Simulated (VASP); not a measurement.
Here is the system:

```yaml
crystal:
  lattice:
    - [4.11229, 2.05364, 2.05364]
    - [2.05364, 4.11229, 2.05364]
    - [2.05364, 2.05364, 4.11229]
  atoms:
    - { symbol: Ni, position: [0.00000, 0.00000, 0.00000], spin: 1.2 }
    - { symbol: Ni, position: [0.50000, 0.50000, 0.50000], spin: -1.2 }
    - { symbol: O, position: [0.25000, 0.25000, 0.25000] }
    - { symbol: O, position: [0.75000, 0.75000, 0.75000] }
```

Computed with AM05 GGA, VASP's PBE PAW potentials (set 64) (plane waves; VASP 6.6.1). Numerical set-up: 520 eV cut-off, 10×10×10 Γ-centred mesh, tetrahedra with Blöchl corrections, potentials Ni O.

The cores are frozen, which limits the accuracy of field gradients.

Give the principal components of the electric field gradient (V/Å²) and the asymmetry η at each nucleus.

```tsv
atom	Vxx	Vyy	Vzz	η
Ni1	-1.6	-1.6	3.2	0.00
Ni2	-1.6	-1.6	3.2	0.00
O3	1.9	1.9	-3.7	0.00
O4	1.9	1.9	-3.7	0.00
```

The compound is NiO in the rock salt, AFM-II order structure. It was relaxed first.
